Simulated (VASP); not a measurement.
# Be3Se2O (I4/mmm) in VASP: further runs

The runs below take Be3Se2O through relaxation of cell and atoms, with PBE.

Everything below comes from runs of VASP 6.6.1. Logs are shortened: lines on timing, memory, paths and dates and some standing lists are left out, and cuts for length are marked.

### Step 1. The crystal as given

Symmetry: I4/mmm, No. 139, tetragonal system. The conventional cell has a = 4.733 Å, b = 4.733 Å, c = 8.759 Å, α = 90.00°, β = 90.00°, γ = 90.00°. Be (site symmetry mmm) has 2 Be at 2.37 Å and 2 O at 2.37 Å as nearest neighbours. Be (site symmetry 4/mmm) is surrounded by 4 Be at 2.37 Å and 2 Se at 2.65 Å. Around Se (site symmetry 4mm) lie 1 O at 1.73 Å. O (site symmetry 4/mmm) has 2 Se at 1.73 Å as nearest neighbours.

The cell was built by a generator and needn't be a form met in nature.

### Step 2. Relaxation of cell and atoms, PBE

File INCAR:

```
SYSTEM = Be3Se2O
PREC = Normal
ENCUT = 520
EDIFF = 1E-4
ISMEAR = 0
SIGMA = 0.15
LREAL = .FALSE.
LASPH = .TRUE.
NELM = 60
ALGO = Fast
ISIF = 3
LWAVE = .FALSE.
LCHARG = .FALSE.
GGA = PE
IBRION = 2
NSW = 24
EDIFFG = -0.08
```

File KPOINTS:

```
Automatic mesh
0
G
  4 4 4
  0 0 0
```

File POSCAR:

```
Be3Se2O
1.0
   -2.3662713500      2.3662713500      4.3793348200
    2.3662713500     -2.3662713500      4.3793348200
    2.3662713500      2.3662713500     -4.3793348200
Be Se O
3 2 1
Direct
    0.5000000000      0.0000000000      0.5000000000
    0.0000000000      0.5000000000      0.5000000000
    0.5000000000      0.5000000000      0.0000000000
    0.1974380800      0.1974380800      0.0000000000
    0.8025619200      0.8025619200      0.0000000000
    0.0000000000      0.0000000000      0.0000000000
```

Potentials or basis: VASP PAW PBE potentials, release 64 (Be, Se, O).

On the command line:

```
$ cat potpaw_PBE.64/Be/POTCAR potpaw_PBE.64/Se/POTCAR potpaw_PBE.64/O/POTCAR > POTCAR
$ mpirun -np 1 vasp_std > vasp.out
```

OUTCAR:

```text
SYSTEM = Be3Se2O
   PREC = Normal
   ENCUT = 520
   EDIFF = 1E-4
   ISMEAR = 0
   LREAL = .FALSE.
   LASPH = .TRUE.
   NELM = 60
   ISIF = 3
   GGA = PE
   IBRION = 2
   NSW = 24
   EDIFFG = -0.08

 ion  position               nearest neighbor table
   1  0.500  0.000  0.500-   3 2.37   3 2.37
   2  0.000  0.500  0.500-   3 2.37   3 2.37
   3  0.500  0.500  0.000-   1 2.37   2 2.37   1 2.37   2 2.37
   4  0.197  0.197  0.000-   6 1.73
   5  0.803  0.803  0.000-   6 1.73
   6  0.000  0.000  0.000-   4 1.73   5 1.73

  LATTYP: Found a body centered tetragonal cell.
 ALAT       =     4.7325427000
 C/A-ratio  =     1.8507323008

  Lattice vectors:

 A1 = (  -2.3662713500,   2.3662713500,   4.3793348200)
 A2 = (   2.3662713500,  -2.3662713500,   4.3793348200)
 A3 = (   2.3662713500,   2.3662713500,  -4.3793348200)

Analysis of symmetry for initial positions (statically):
=====================================================================
 Subroutine PRICEL returns:
 Original cell was already a primitive cell.

 Routine SETGRP: Setting up the symmetry group for a
 body centered tetragonal supercell.

 Subroutine GETGRP returns: Found 16 space group operations
 (whereof 16 operations were pure point group operations)
 out of a pool of 16 trial point group operations.

The static configuration has the point symmetry D_4h.

Analysis of symmetry for dynamics (positions and initial velocities):
=====================================================================
 Subroutine PRICEL returns:
 Original cell was already a primitive cell.

 Routine SETGRP: Setting up the symmetry group for a
 body centered tetragonal supercell.

 Subroutine GETGRP returns: Found 16 space group operations
 (whereof 16 operations were pure point group operations)
 out of a pool of 16 trial point group operations.

The dynamic configuration has the point symmetry D_4h.

 Subroutine INISYM returns: Found 16 space group operations
 (whereof 16 operations are pure point group operations),
 and found     1 'primitive' translations

----------------------------------------------------------------------------------------

                                     Primitive cell

  volume of cell :      98.0838

  direct lattice vectors                    reciprocal lattice vectors
    -2.366271350  2.366271350  4.379334820     0.000000000  0.211302901  0.114172590
     2.366271350 -2.366271350  4.379334820     0.211302901  0.000000000  0.114172590
     2.366271350  2.366271350 -4.379334820     0.211302901  0.211302901  0.000000000

  length of vectors
     5.511538231  5.511538231  5.511538231     0.240175553  0.240175553  0.298827428

  position of ions in fractional coordinates (direct lattice)
     0.500000000  0.000000000  0.500000000
     0.000000000  0.500000000  0.500000000
     0.500000000  0.500000000  0.000000000
     0.197438080  0.197438080  0.000000000
     0.802561920  0.802561920  0.000000000
     0.000000000  0.000000000  0.000000000

  ion indices of the primitive-cell ions
   primitive index   ion index
                 1           1
                 2           2
                 3           3
                 4           4
                 5           5
                 6           6

----------------------------------------------------------------------------------------

 KPOINTS: Automatic mesh

Automatic generation of k-mesh.
 Grid dimensions read from file:
 generate k-points for:    4    4    4

 Generating k-lattice:

  Cartesian coordinates                     Fractional coordinates (reciprocal lattice)
     0.000000000  0.052825725  0.028543148     0.250000000  0.000000000 -0.000000000
     0.052825725  0.000000000  0.028543148     0.000000000  0.250000000 -0.000000000
     0.052825725  0.052825725  0.000000000     0.000000000  0.000000000  0.250000000

  Length of vectors
     0.060043888  0.060043888  0.074706857

  Shift w.r.t. Gamma in fractional coordinates (k-lattice)
     0.000000000  0.000000000  0.000000000

 Subroutine IBZKPT returns following result:
 ===========================================

 Found     13 irreducible k-points:

 Following reciprocal coordinates:
            Coordinates               Weight
  0.000000  0.000000  0.000000      1.000000
  0.250000 -0.000000  0.000000      8.000000
  0.500000 -0.000000  0.000000      4.000000
  0.250000  0.250000  0.000000      8.000000
  0.500000  0.250000  0.000000     16.000000
 -0.250000  0.250000  0.000000      4.000000
  0.500000  0.500000  0.000000      2.000000
  0.250000  0.250000  0.250000      2.000000
 -0.250000  0.250000  0.250000      4.000000
  0.500000  0.500000  0.250000      4.000000
 -0.250000  0.500000  0.250000      8.000000
 -0.250000 -0.250000  0.250000      2.000000
  0.500000  0.500000  0.500000      1.000000
   k-points           NKPTS =     13   k-points in BZ     NKDIM =     13   number of bands    NBANDS=     16
   number of dos      NEDOS =    301   number of ions     NIONS =      6
   total plane-waves  NPLWV =  32768
   dimension x,y,z NGX =    32 NGY =   32 NGZ =   32
   dimension x,y,z NGXF=    64 NGYF=   64 NGZF=   64
   ions per type =               3   2   1
   NGX,Y,Z   is equivalent  to a cutoff of   9.65,  9.65,  9.65 a.u.
   NGXF,Y,Z  is equivalent  to a cutoff of  19.30, 19.30, 19.30 a.u.
 SYSTEM =  Be3Se2O
   PREC   = normal    normal or accurate (medium, high low for compatibility)
   ISTART =      0    job   : 0-new  1-cont  2-samecut
   ICHARG =      2    charge: 1-file 2-atom 10-const
   ISPIN  =      1    spin polarized calculation?
   LNONCOLLINEAR =      F non collinear calculations
   LSORBIT =      F    spin-orbit coupling
   LASPH  =      T    aspherical Exc in radial PAW
   ENCUT  =  520.0 eV  38.22 Ry    6.18 a.u.  10.25 10.25 10.25*2*pi/ulx,y,z
   NELM   =     60;   NELMIN=  2; NELMDL= -5     # of ELM steps
   EDIFF  = 0.1E-03   stopping-criterion for ELM
   LREAL  =      F    real-space projection
   EDIFFG = -.8E-01   stopping-criterion for IOM
   NSW    =     24    number of steps for IOM
   IBRION =      2    ionic relax: 0-MD 1-quasi-New 2-CG
   NFREE  =      1    steps in history (QN), initial steepest desc. (CG)
   ISIF   =      3    stress and relaxation
   ISYM   =      2    0-nonsym 1-usesym 2-fastsym
   POTIM  = 0.5000    time-step for ionic-motion
   TEBEG  =    0.0;   TEEND  =   0.0 temperature during run
   PSTRESS=    0.0 pullay stress
   NELECT =      24.0000    total number of electrons
   NUPDOWN=      -1.0000    fix difference up-down
   EMIN   =  10.00;   EMAX   =-10.00  energy-range for DOS
   EFERMI =   0.00;   METHOD = LEGACY
   ISMEAR =     0;   SIGMA  =   0.15  broadening in eV -4-tet -1-fermi 0-gaus
   EFERMI_NEDOS =   21; number of points for ismear=-14 and -15
   IALGO  =     68    algorithm
   IMIX   =      4    mixing-type and parameters
     AMIX     =   0.40;   BMIX     =  1.00
     AMIX_MAG =   1.60;   BMIX_MAG =  1.00
  volume/ion in A,a.u.               =      16.35       110.32
  Fermi-wavevector in a.u.,A,eV,Ry     =   1.023952  1.934988 14.265399  1.048477
  Thomas-Fermi vector in A             =   2.157713
   LORBIT       =      0    0 simple, 1 ext, 2 COOP (PROOUT), +10 PAW based schemes
   GGA     = PE    functional components
   LHFCALC =     F    Hartree Fock is set to
   AEXX    =    0.0000 exact exchange contribution
   IVDW    =     0    specifies the selected vdW correction
   LEPSILON=     F    determine dielectric tensor
   LRPA    =     F    only Hartree local field effects (RPA)
 conjugate gradient relaxation of ions
 non-spin polarized calculation
 RMM-DIIS sequential band-by-band and
 Gauss-broadening in eV      SIGMA  =   0.15
  energy-cutoff  :      520.00
  volume of cell :       98.08
 maximum number of plane-waves:      2656
   NGX = 21   NGY = 21   NGZ = 21

--------------------------------------- Ionic step        1  -------------------------------------------

 number of electron      24.0000002 magnetization

 Free energy of the ion-electron system (eV)
  ---------------------------------------------------
  ext. energy  EPLUGINS =         0.00000000
  ---------------------------------------------------
  free energy    TOTEN  =       -16.56908872 eV

  energy without entropy =      -16.51370455  energy(sigma->0) =      -16.54139663

------------------------ aborting loop because EDIFF is reached ----------------------------------------

  FORCE on cell =-STRESS in cart. coord.  units (eV):
  Direction    XX          YY          ZZ          XY          YZ          ZX
  --------------------------------------------------------------------------------------
  -------------------------------------------------------------------------------------
  Total       -3.3667118     -3.3667118     14.0736339      0.0000000      0.0000000      0.0000000
  in kB      -54.9945050    -54.9945050    229.8897453      0.0000000      0.0000000      0.0000000
  external PRESSURE =      39.9669118 kB  Pullay stress =       0.0000000 kB
[... 101 lines left out ...]
  FREE ENERGIE OF THE ION-ELECTRON SYSTEM (eV)
  ---------------------------------------------------
  free  energy   TOTEN  =       -18.5902875604 eV

  energy  without entropy=      -18.5254791439  energy(sigma->0) =      -18.55788335

 E-fermi :   5.8474     XC(G=0): -10.3069

 val. band max:        5.2968947304   @ k =   0.5000   0.5000   0.5000
 cond. band min:       6.4117597385   @ k =  -0.2500   0.2500   0.0000
 fundamental gap:      1.1148650081
 Fermi energy:         5.8473978065

 k-point     1 :       0.0000    0.0000    0.0000
  band No.  band energies     occupation
      1     -12.7765      2.00000
      2      -9.3567      2.00000
      3      -7.5264      2.00000
      4      -0.8230      2.00000
      5      -0.6274      2.00000
      6      -0.6274      2.00000
[... 8 lines left out ...]
     15       9.2242      0.00000
     16       9.2327      0.00000
[... 211 lines left out ...]
  band No.  band energies     occupation
      1     -12.6946      2.00000
      2      -9.5450      2.00000
      3      -7.6392      2.00000
      4      -0.9308      2.00000
      5      -0.9308      2.00000
      6       0.7103      2.00000
[... 8 lines left out ...]
     15       6.8913      0.00000
     16       8.6385      0.00000

[... ionic steps 4 to 19 ...]

--------------------------------------- Ionic step       20  -------------------------------------------

 number of electron      24.0000010 magnetization

 E-fermi :   3.8871     XC(G=0):  -9.5149

 val. band max:        3.2345364729   @ k =   0.5000   0.5000   0.5000
 cond. band min:       4.6743682267   @ k =  -0.2500   0.2500   0.0000
 fundamental gap:      1.4398317538
 Fermi energy:         3.8870757922

 k-point     1 :       0.0000    0.0000    0.0000
  band No.  band energies     occupation
      1     -14.0465      2.00000
      2     -10.1183      2.00000
      3      -9.1788      2.00000
      4      -2.3256      2.00000
      5      -1.9360      2.00000
      6      -1.9360      2.00000
[... 8 lines left out ...]
     15       6.7380      0.00000
     16       6.7393      0.00000
[... 303 lines left out ...]
  energy  without entropy=      -24.1145118885  energy(sigma->0) =      -24.11451189

--------------------------------------- Ionic step       22  -------------------------------------------

 number of electron      24.0000006 magnetization

 Free energy of the ion-electron system (eV)
  ---------------------------------------------------
  ext. energy  EPLUGINS =         0.00000000
  ---------------------------------------------------
  free energy    TOTEN  =       -24.12741925 eV

  energy without entropy =      -24.12741925  energy(sigma->0) =      -24.12741925

 E-fermi :   3.7976     XC(G=0):  -9.4801

 val. band max:        3.1649765767   @ k =   0.5000   0.5000   0.5000
 cond. band min:       4.5807754032   @ k =  -0.2500   0.2500   0.0000
 fundamental gap:      1.4157988265
 Fermi energy:         3.7976229310

 k-point     1 :       0.0000    0.0000    0.0000
  band No.  band energies     occupation
      1     -14.1080      2.00000
      2     -10.1522      2.00000
      3      -9.2258      2.00000
      4      -2.3806      2.00000
      5      -1.9822      2.00000
      6      -1.9821      2.00000
[... 8 lines left out ...]
     15       6.6214      0.00000
     16       6.6222      0.00000
[... 259 lines left out ...]
  FREE ENERGIE OF THE ION-ELECTRON SYSTEM (eV)
  ---------------------------------------------------
  free  energy   TOTEN  =       -24.1274192535 eV

  energy  without entropy=      -24.1274192535  energy(sigma->0) =      -24.12741925

 reached required accuracy - stopping structural energy minimisation
```

Wall time 3.6 min (1 thread of Intel Xeon Platinum 8259CL at 2.50GHz (Skylake/Cascade Lake), shared host); peak memory 0.2 GiB.

Results:

```
Free energy                            : -24.1274 eV
Relaxed volume                         : 14.78 Å³/atom
Relaxed cell                           : a = 6.374 Å, b = 6.374 Å, c = 6.374 Å, α = 144.07°, β = 144.07°, γ = 51.72°
Space group after relaxing (to 0.05 Å) : I4/mmm (No. 139)
Energy gained by relaxing              : 1259.7 meV/atom
Ionic steps                            : 22
Pressure after relaxing                : 0.2 GPa
Largest force after relaxing           : 0.077 eV/Å
Band gap on the k mesh                 : 1.42 eV, indirect (least direct gap 1.78 eV)
```

Forces on the atoms (eV/Å):
```
Be   0.000  0.000  0.000
Be   0.000  0.000  0.000
Be   0.000  0.000  0.000
Se   0.000  0.000  0.077
Se   0.000  0.000 -0.077
O    0.000  0.000  0.000
```

The path:
```
step  energy change (eV)  largest force (eV/Å)  pressure (GPa)  volume (Å³)
   1              0.0000                4.7574            4.00        98.08
   2             -1.8225                2.1269           -8.87       103.35
   3             -2.0212                2.0891          -10.54       104.50
   4             -2.4226                2.0307          -12.53       106.60
   5             -2.9706                1.3433          -14.06       110.11
   6             -4.7927                1.9220            0.31        82.84
   7             -4.7907                1.9804            0.66        82.25
   8             -6.8083                1.9719            8.99        74.00
   9              3.2305               27.5276           86.03        62.94
  10             -6.6543                2.3427            8.82        73.53
  11             -5.8451                4.4435           30.20        68.19
  12             -6.7400                1.6974           11.56        72.40
  13             -6.7621                0.8549           14.66        71.42
  14             -5.5806                8.0647           15.55        82.83
  15             -6.9907                1.1784           12.95        74.83
  16             -7.1705                1.6496           -7.38        94.45
  17             -7.4009                0.5933           -0.55        85.18
  18             -7.4575                0.4699           -0.36        85.78
  19             -7.5508                0.0484            0.36        87.45
  20             -7.5564                0.0952            0.91        87.95
  21             -7.5454                0.4493           -1.70        90.36
  22             -7.5583                0.0773            0.20        88.66
```

Final structure:
```
Be Se O
1.0
    -1.96583    1.96583    5.73573
     1.96583   -1.96583    5.73573
     1.96583    1.96583   -5.73573
Be Se O
3 2 1
Cartesian
  0.0000 1.9658 0.0000
  1.9658 0.0000 0.0000
  0.0000 0.0000 5.7357
  0.0000 0.0000 3.8312
  0.0000 0.0000 7.6402
  0.0000 0.0000 0.0000
```

Caveat: the k mesh is coarse (spacing up to 0.47 Å⁻¹), so the values aren't converged; the relaxation stopped at a loose force limit of 0.08 eV/Å, so its end isn't a converged minimum. A k mesh can miss the band edges.

(Part 1 of 3 ends here.)
